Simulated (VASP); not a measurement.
A run of VASP 6.6.1:

Contents of INCAR:

```
SYSTEM = SrB3
ALGO = Normal ; EDIFF = 1E-6
ENCUT = 520 ; GGA = PE
ISIF = 2 ; ISMEAR = 0
LASPH = .TRUE. ; LCHARG = .FALSE.
LREAL = .FALSE. ; LWAVE = .FALSE.
NBANDS = 18 ; NELM = 100
PREC = Accurate ; SIGMA = 0.1
```

Contents of KPOINTS:

```
k-points
0
G
  4 4 4
  0 0 0
```

POSCAR

```
SrB3
1.0
    3.8317878373      0.0000000000      0.0000000000
    0.0000000000      3.8317878373      0.0000000000
    0.0000000000      0.0000000000      3.8317878373
Sr B
1 3
Direct
    0.0000000000      0.0000000000      0.0000000000
    0.0000000000      0.5000000000      0.5000000000
    0.5000000000      0.0000000000      0.5000000000
    0.5000000000      0.5000000000      0.0000000000
```

Potentials or basis: VASP PAW PBE potentials, release 64 (Sr_sv, B).

The run is started by

```bash
$ cat potpaw_PBE.64/Sr_sv/POTCAR potpaw_PBE.64/B/POTCAR > POTCAR
$ mpirun -np 1 vasp_std > vasp.out
```

Hardware: 1 thread of Intel(R) Xeon(R) 6975P-C (Granite Rapids), on a shared host.

Q: Estimate the wall time of this run.

A: It took 4.4 s on 1 thread of Intel(R) Xeon(R) 6975P-C (Granite Rapids) (shared host), peak memory 0.15 GiB. Counts: scf iterations 12, k points 10.
